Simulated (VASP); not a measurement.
# Al2Sn2Ge3 (Immm) in VASP: notebook

Runs on Al2Sn2Ge3. Level: PBE. Tasks: single point.

All numbers are computed with VASP 6.6.1; they aren't measurements. Logs are shortened: lines on timing, memory, paths and dates and some standing lists are left out, and cuts for length are marked.

## (1) The crystal as given

The structure is orthorhombic, space group Immm (No. 71). The conventional cell has a = 4.108 Å, b = 4.548 Å, c = 18.211 Å, α = 90.00°, β = 90.00°, γ = 90.00°. Sn (site symmetry mm2) has 2 Al at 2.48 Å as nearest neighbours. Around Al (site symmetry mm2) lie 1 Al at 2.36 Å and 2 Sn at 2.48 Å. Around Ge (site symmetry mmm) lie 8 Al at 3.28 Å and 4 Sn at 3.44 Å. Around Ge (site symmetry mm2) lie 2 Al at 3.13 Å and 5 Sn at 3.16 to 3.19 Å.

The cell was built by a generator and needn't be a form met in nature.

## (2) Single point, PBE

The input, INCAR:

```
PREC = Accurate ; ENCUT = 520
EDIFF = 1E-6 ; ISMEAR = -1
SIGMA = 0.0385 ; LREAL = F
LASPH = T ; NELM = 80
ALGO = Fast ; ISIF = 2
LWAVE = F ; LCHARG = F
GGA = PE ; NBANDS = 47
```

The input, KPOINTS:

```
regular mesh
0
Gamma
  5 5 5
```

The input, POSCAR:

```
Al2Sn2Ge3
1.0
    0.0000000000      0.0000000000      4.5484640000
    4.1077850000      0.0000000000      0.0000000000
    2.0538930000      9.1056670000     -2.2742320000
Sn Al Ge
2 2 3
Direct
    0.3584000000      0.6416000000      0.7168000000
    0.6416000000      0.3584000000      0.2832000000
    0.4351000000      0.0649000000      0.8702000000
    0.5649000000      0.9351000000      0.1298000000
    0.0000000000      0.5000000000      0.0000000000
    0.1832000000      0.8168000000      0.3664000000
    0.8168000000      0.1832000000      0.6336000000
```

Potentials or basis: VASP PAW PBE potentials, release 64 (Sn_d, Al, Ge_d).

On the command line:

```console
$ cat potpaw_PBE.64/Sn_d/POTCAR potpaw_PBE.64/Al/POTCAR potpaw_PBE.64/Ge_d/POTCAR > POTCAR
$ mpirun -np 1 vasp_std > vasp.out
```

OUTCAR:

```text
PREC = Accurate
   ENCUT = 520
   EDIFF = 1E-6
   ISMEAR = -1
   LREAL = F
   LASPH = T
   NELM = 80
   ISIF = 2
   GGA = PE

 ion  position               nearest neighbor table
   1  0.358  0.642  0.717-   3 2.48   3 2.48   7 3.16   7 3.16   7 3.16   7 3.16   6 3.19
   2  0.642  0.358  0.283-   4 2.48   4 2.48   6 3.16   6 3.16   6 3.16   6 3.16   7 3.19
   3  0.435  0.065  0.870-   4 2.36   1 2.48   1 2.48   7 3.13   7 3.13
   4  0.565  0.935  0.130-   3 2.36   2 2.48   2 2.48   6 3.13   6 3.13
   5  0.000  0.500  0.000-
   6  0.183  0.817  0.366-   4 3.13   4 3.13   2 3.16   2 3.16   2 3.16   2 3.16   1 3.19
   7  0.817  0.183  0.634-   3 3.13   3 3.13   1 3.16   1 3.16   1 3.16   1 3.16   2 3.19

  LATTYP: Found a body centered orthorhombic cell.
 ALAT       =     4.1077850000
 B/A-ratio  =     1.1072789837
 C/A-ratio  =     4.4333707826

  Lattice vectors:

 A1 = (  -2.0538930000,  -9.1056670000,   2.2742320000)
 A2 = (   2.0538920000,  -9.1056670000,  -2.2742320000)
 A3 = (   2.0538930000,   9.1056670000,   2.2742320000)

Analysis of symmetry for initial positions (statically):
=====================================================================
 Subroutine PRICEL returns:
 Original cell was already a primitive cell.

 Routine SETGRP: Setting up the symmetry group for a
 body centered orthorhombic supercell.

 Subroutine GETGRP returns: Found  8 space group operations
 (whereof  8 operations were pure point group operations)
 out of a pool of  8 trial point group operations.

The static configuration has the point symmetry D_2h.

Analysis of symmetry for dynamics (positions and initial velocities):
=====================================================================
 Subroutine PRICEL returns:
 Original cell was already a primitive cell.

 Routine SETGRP: Setting up the symmetry group for a
 body centered orthorhombic supercell.

 Subroutine GETGRP returns: Found  8 space group operations
 (whereof  8 operations were pure point group operations)
 out of a pool of  8 trial point group operations.

The dynamic configuration has the point symmetry D_2h.

 Subroutine INISYM returns: Found  8 space group operations
 (whereof  8 operations are pure point group operations),
 and found     1 'primitive' translations

----------------------------------------------------------------------------------------

                                     Primitive cell

  volume of cell :     170.1313

  direct lattice vectors                    reciprocal lattice vectors
     0.000000000  0.000000000  4.548464000     0.000000000  0.054910859  0.219854439
     4.107785000  0.000000000  0.000000000     0.243440200 -0.054910873  0.000000000
     2.053893000  9.105667000 -2.274232000     0.000000000  0.109821719  0.000000000

  length of vectors
     4.548464000  4.107785000  9.607485579     0.226607980  0.249556276  0.109821719

  position of ions in fractional coordinates (direct lattice)
     0.358400000  0.641600000  0.716800000
     0.641600000  0.358400000  0.283200000
     0.435100000  0.064900000  0.870200000
     0.564900000  0.935100000  0.129800000
     0.000000000  0.500000000  0.000000000
     0.183200000  0.816800000  0.366400000
     0.816800000  0.183200000  0.633600000

  ion indices of the primitive-cell ions
   primitive index   ion index
                 1           1
                 2           2
                 3           3
                 4           4
                 5           5
                 6           6
                 7           7

----------------------------------------------------------------------------------------

 KPOINTS: regular mesh

Automatic generation of k-mesh.
 Grid dimensions read from file:
 generate k-points for:    5    5    5

 Generating k-lattice:

  Cartesian coordinates                     Fractional coordinates (reciprocal lattice)
     0.000000000  0.010982172  0.043970888     0.200000000  0.000000000  0.000000000
     0.048688040 -0.010982175  0.000000000     0.000000000  0.200000000  0.000000000
     0.000000000  0.021964344  0.000000000     0.000000000  0.000000000  0.200000000

  Length of vectors
     0.045321596  0.049911255  0.021964344

  Shift w.r.t. Gamma in fractional coordinates (k-lattice)
     0.000000000  0.000000000  0.000000000

 Subroutine IBZKPT returns following result:
 ===========================================

 Found     27 irreducible k-points:

 Following reciprocal coordinates:
            Coordinates               Weight
  0.000000  0.000000  0.000000      1.000000
  0.200000  0.000000 -0.000000      4.000000
  0.400000  0.000000 -0.000000      4.000000
  0.000000  0.200000  0.000000      4.000000
  0.200000  0.200000 -0.000000      4.000000
  0.400000  0.200000 -0.000000      8.000000
[... 16 lines left out ...]
  0.200000 -0.200000  0.200000      8.000000
  0.400000 -0.200000  0.200000      4.000000
 [... further k-points ...]
   k-points           NKPTS =     27   k-points in BZ     NKDIM =     27   number of bands    NBANDS=     47
   number of dos      NEDOS =    301   number of ions     NIONS =      7
   total plane-waves  NPLWV =  82944
   dimension x,y,z NGX =    36 NGY =   32 NGZ =   72
   dimension x,y,z NGXF=    72 NGYF=   64 NGZF=  144
   ions per type =               2   2   3
   NGX,Y,Z   is equivalent  to a cutoff of  13.16, 12.95, 12.46 a.u.
   NGXF,Y,Z  is equivalent  to a cutoff of  26.32, 25.90, 24.92 a.u.
 SYSTEM =  unknown system
   PREC   = accura    normal or accurate (medium, high low for compatibility)
   ISTART =      0    job   : 0-new  1-cont  2-samecut
   ICHARG =      2    charge: 1-file 2-atom 10-const
   ISPIN  =      1    spin polarized calculation?
   LNONCOLLINEAR =      F non collinear calculations
   LSORBIT =      F    spin-orbit coupling
   LASPH  =      T    aspherical Exc in radial PAW
   ENCUT  =  520.0 eV  38.22 Ry    6.18 a.u.   8.46  7.64 17.86*2*pi/ulx,y,z
   NELM   =     80;   NELMIN=  2; NELMDL= -5     # of ELM steps
   EDIFF  = 0.1E-05   stopping-criterion for ELM
   LREAL  =      F    real-space projection
   EDIFFG = 0.1E-04   stopping-criterion for IOM
   NSW    =      0    number of steps for IOM
   IBRION =     -1    ionic relax: 0-MD 1-quasi-New 2-CG
   NFREE  =      0    steps in history (QN), initial steepest desc. (CG)
   ISIF   =      2    stress and relaxation
   ISYM   =      2    0-nonsym 1-usesym 2-fastsym
   POTIM  = 0.5000    time-step for ionic-motion
   TEBEG  =    0.0;   TEEND  =   0.0 temperature during run
   PSTRESS=    0.0 pullay stress
   NELECT =      76.0000    total number of electrons
   NUPDOWN=      -1.0000    fix difference up-down
   EMIN   =  10.00;   EMAX   =-10.00  energy-range for DOS
   EFERMI =   0.00;   METHOD = LEGACY
   ISMEAR =    -1;   SIGMA  =   0.04  broadening in eV -4-tet -1-fermi 0-gaus
   EFERMI_NEDOS =   21; number of points for ismear=-14 and -15
   IALGO  =     68    algorithm
   IMIX   =      4    mixing-type and parameters
     AMIX     =   0.40;   BMIX     =  1.00
     AMIX_MAG =   1.60;   BMIX_MAG =  1.00
  volume/ion in A,a.u.               =      24.30       164.01
  Fermi-wavevector in a.u.,A,eV,Ry     =   1.251463  2.364922 21.308889  1.566159
  Thomas-Fermi vector in A             =   2.385409
   LORBIT       =      0    0 simple, 1 ext, 2 COOP (PROOUT), +10 PAW based schemes
   GGA     = PE    functional components
   LHFCALC =     F    Hartree Fock is set to
   AEXX    =    0.0000 exact exchange contribution
   IVDW    =     0    specifies the selected vdW correction
   LEPSILON=     F    determine dielectric tensor
   LRPA    =     F    only Hartree local field effects (RPA)
 non-spin polarized calculation
 RMM-DIIS sequential band-by-band and
  energy-cutoff  :      520.00
  volume of cell :      170.13
 maximum number of plane-waves:      4630
 NGX is ok and might be reduce to    36
   NGX = 17   NGY = 15   NGZ = 35

 number of electron      76.0000005 magnetization

 Free energy of the ion-electron system (eV)
  ---------------------------------------------------
  ext. energy  EPLUGINS =         0.00000000
  ---------------------------------------------------
  free energy    TOTEN  =       -24.88602672 eV

  energy without entropy =      -24.86437615  energy(sigma->0) =      -24.87520144

 E-fermi :   5.7560     XC(G=0):  -9.8306

 val. band max:        5.7389434029   @ k =   0.4000   0.4000  -0.0000
 cond. band min:       5.7703403278   @ k =  -0.4000   0.2000   0.0000
 fundamental gap:      0.0313969249
 Fermi energy:         5.7560287898

 k-point     1 :       0.0000    0.0000    0.0000
  band No.  band energies     occupation
      1     -19.2926      2.00000
      2     -19.2895      2.00000
      3     -19.2730      2.00000
      4     -19.2581      2.00000
      5     -19.2544      2.00000
      6     -19.0628      2.00000
[... 39 lines left out ...]
     46       9.1002      0.00000
     47      10.0483      0.00000

 k-point     2 :       0.2000    0.0000   -0.0000
  band No.  band energies     occupation
      1     -19.2926      2.00000
      2     -19.2895      2.00000
      3     -19.2731      2.00000
      4     -19.2583      2.00000
      5     -19.2540      2.00000
      6     -19.0624      2.00000
[... 39 lines left out ...]
     46       9.4709      0.00000
     47       9.6614      0.00000

 k-point     3 :       0.4000    0.0000   -0.0000
  band No.  band energies     occupation
      1     -19.2925      2.00000
      2     -19.2895      2.00000
      3     -19.2733      2.00000
      4     -19.2585      2.00000
      5     -19.2534      2.00000
      6     -19.0616      2.00000
[... 1039 lines left out ...]
     46       9.2770      0.00000
     47       9.6938      0.00000

 k-point    24 :       0.4000   -0.2000    0.2000
  band No.  band energies     occupation
      1     -19.2919      2.00000
      2     -19.2898      2.00000
      3     -19.2733      2.00000
      4     -19.2589      2.00000
      5     -19.2528      2.00000
      6     -19.0621      2.00000
[... 39 lines left out ...]
     46      10.1396      0.00000
     47      10.4030      0.00000

 [... further k-points ...]

------------------------ aborting loop because EDIFF is reached ----------------------------------------

  FORCE on cell =-STRESS in cart. coord.  units (eV):
  Direction    XX          YY          ZZ          XY          YZ          ZX
  --------------------------------------------------------------------------------------
  -------------------------------------------------------------------------------------
  Total        9.1531195      4.5321914     -6.2072827      0.0000002      0.0000000      0.0000000
  in kB       86.1976619     42.6810009    -58.4558361      0.0000023      0.0000000      0.0000000
  external PRESSURE =      23.4742755 kB  Pullay stress =       0.0000000 kB

 VOLUME and BASIS-vectors are now :
 -----------------------------------------------------------------------------
  energy-cutoff  :      520.00
  volume of cell :      170.13
      direct lattice vectors                 reciprocal lattice vectors
     0.000000000  0.000000000  4.548464000     0.000000000  0.054910859  0.219854439
     4.107785000  0.000000000  0.000000000     0.243440200 -0.054910873  0.000000000
     2.053893000  9.105667000 -2.274232000     0.000000000  0.109821719  0.000000000

 POSITION                                       TOTAL-FORCE (eV/Angst)
 -----------------------------------------------------------------------------------
      4.10779      6.52694      0.00000        -0.000000     -2.389100     -0.000000
      2.05389      2.57872      2.27423         0.000000      2.389100      0.000000
      2.05389      7.92375      0.00000         0.000000      0.192678     -0.000000
      4.10779      1.18192      2.27423        -0.000000     -0.192678      0.000000
      2.05389      0.00000      0.00000         0.000000     -0.000000      0.000000
      4.10779      3.33632      0.00000        -0.000000     -0.066432      0.000000
      2.05389      5.76935      2.27423         0.000000      0.066432     -0.000000
 -----------------------------------------------------------------------------------
    total drift:                               -0.000000      0.000000      0.000000

  FREE ENERGIE OF THE ION-ELECTRON SYSTEM (eV)
  ---------------------------------------------------
  free  energy   TOTEN  =       -24.8860267238 eV

  energy  without entropy=      -24.8643761497  energy(sigma->0) =      -24.87520144
```

Wall time 4.1 min (1 thread of Intel Xeon Platinum 8488C (Sapphire Rapids), shared host); peak memory 0.38 GiB.

Results:

- Free energy: -24.8860 eV
- Pressure: 2.3 GPa
- Largest force: 2.389 eV/Å
- Band gap on the k mesh: none (metal or under the smearing width)

Forces in eV/Å, atoms in the order of the input:
```
Sn   0.000 -2.389  0.000
Sn   0.000  2.389  0.000
Al   0.000  0.193  0.000
Al   0.000 -0.193  0.000
Ge   0.000  0.000  0.000
Ge   0.000 -0.066  0.000
Ge   0.000  0.066  0.000
```

Levels at points of the mesh, in eV from the Fermi level:
```tsv
k point	band 35	band 36	band 37	band 38	band 39	band 40	band 41	band 42
(0.00, 0.00, 0.00)	-1.95	-1.94	-1.71	-0.11	0.42	0.99	1.34	2.08
```

Caveat: forces of over 1 eV/Å show positions far from the minimum, so gaps and moduli don't describe the material at rest.

(Continued in part 2 of 2.)
